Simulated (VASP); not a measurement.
The input files of a VASP run:

### INCAR
```
SYSTEM = FeAl
PREC = Accurate
ENCUT = 400
EDIFF = 1E-6
NELM = 100
ALGO = Normal
LREAL = .FALSE.
LASPH = .TRUE.
ISMEAR = 1
SIGMA = 0.1
LMAXMIX = 4
LWAVE = .FALSE.
LCHARG = .FALSE.
IBRION = 2
ISIF = 3
NSW = 60
EDIFFG = -0.01
```

### KPOINTS
```
K-points
0
G
  12 12 12
0 0 0
```

### POSCAR
```
FeAl
1
    2.8121747886     0.0000000000    -0.0000000000
    0.0000000000     2.8121747886     0.0000000000
    0.0000000000     0.0000000000     2.8121747886
Al Fe
1 1
Direct
  0.5000000000   0.5000000000   0.5000000000
  0.0000000000   0.0000000000   0.0000000000
```

POTCAR, in this order: Al Fe (LDA.64 set). Program: vasp_std.

Q: Write an equivalent input for Ansatz.

A: One equivalent input (not run):
Ansatz 0.2 input:
```yaml
crystal:
  lattice:
    - [2.8121748, 0.0000000, 0.0000000]
    - [0.0000000, 2.8121748, 0.0000000]
    - [0.0000000, 0.0000000, 2.8121748]
  atoms:
    - { symbol: Al, position: [0.5000000, 0.5000000, 0.5000000] }
    - { symbol: Fe, position: [0.0000000, 0.0000000, 0.0000000] }
kpoints:
  mp_grid: { grid: [12, 12, 12] }
hamiltonian:
  xc: lda
  pseudopotentials: { kind: paw }
scf:
  occupations: { method: methfessel_paxton, width: 0.1 }
  max_iter: 100
relax:
  max_steps: 60
  f_tol: 0.01
  cell: {}
output: { forces: true, stress: true, eigenvalues: true }
```
The two are equivalent in intent, not identical: each code has its own PAW files, so the cut-off isn't converted (ENCUT is set for VASP's; basis.ecutwfc is left out, and Ansatz then takes the one that its files recommend); Ansatz stops its SCF on the density residual and VASP on the energy change (EDIFF); Ansatz's lda is the Perdew-Wang form, while the LDA potentials of VASP carry Perdew-Zunger's.

The compound is FeAl in the CsCl type structure. It was relaxed first, which changed the volume by -10 %. The start is the result of an earlier pass.
